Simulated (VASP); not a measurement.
VASP input:

### KPOINTS
```
Regular mesh
0
gamma
8 8 8
0 0 0
```

### POSCAR
```
BaO
1
    0.0000000000     2.7806631332     2.7806631332
    2.7806631332     0.0000000000     2.7806631332
    2.7806631332     2.7806631332    -0.0000000000
Ba O
1 1
Direct
  0.0000000000   0.0000000000   0.0000000000
  0.5000000000   0.5000000000   0.5000000000
```

**INCAR**
```
! general
SYSTEM   =  BaO
PREC     =  Accurate
ENCUT    =  600   ! plane-wave cut-off (eV)
LREAL    =  .FALSE.   ! projection in real space or not
LASPH    =  .TRUE.   ! aspherical one-centre terms

! electronic loop
EDIFF    =  1E-7   ! SCF stop (eV)
NELM     =  100   ! most electronic steps
ALGO     =  Normal   ! blocked Davidson
LMAXMIX  =  4

! smearing
ISMEAR   =  0
SIGMA    =  0.05

! functional
GGA      =  PE

! ions
IBRION   =  2   ! conjugate gradients
NSW      =  40   ! most ionic steps
ISIF     =  3
EDIFFG   =  -0.01   ! ionic stop
PSTRESS  =  20   ! kbar

! output
LWAVE    =  .FALSE.
LCHARG   =  .FALSE.
```

POTCAR, in this order: Ba_sv O (PBE.64 set). Program: vasp_std.

Task: Translate this PBE calculation to Quantum ESPRESSO's pw.x.

Result: One equivalent input (not run):
```
&CONTROL
  calculation = 'vc-relax'
  pseudo_dir = './pseudo'
  outdir = './out'
  tprnfor = .true.
  tstress = .true.
  nstep = 40
  forc_conv_thr = 0.00039
/
&SYSTEM
  ibrav = 0
  nat = 2
  ntyp = 2
  ecutwfc = 84
  occupations = 'smearing'
  smearing = 'gaussian'
  degauss = 0.003675
  input_dft = 'pbe'
/
&ELECTRONS
  conv_thr = 7.3e-09
  electron_maxstep = 100
/
&IONS
/
&CELL
  press = 20
/
ATOMIC_SPECIES
  Ba 137.327 Ba.upf
  O 15.999 O.upf
CELL_PARAMETERS angstrom
     0.0000000    2.7806631    2.7806631
     2.7806631    0.0000000    2.7806631
     2.7806631    2.7806631   -0.0000000
ATOMIC_POSITIONS crystal
  Ba   0.0000000  0.0000000  0.0000000
  O    0.5000000  0.5000000  0.5000000
K_POINTS automatic
  8 8 8 0 0 0
```
What does not carry over: the potentials are each code's own (VASP's PAW set, PseudoDojo norm-conserving files in pw.x), so ENCUT and ecutwfc are chosen apart and not converted; conv_thr bounds pw.x's estimated SCF error, while EDIFF bounds the energy change between steps; forc_conv_thr acts on force components and is met together with etot_conv_thr.

The compound is BaO in the rock salt structure. It was relaxed first under an external pressure of 2 GPa.
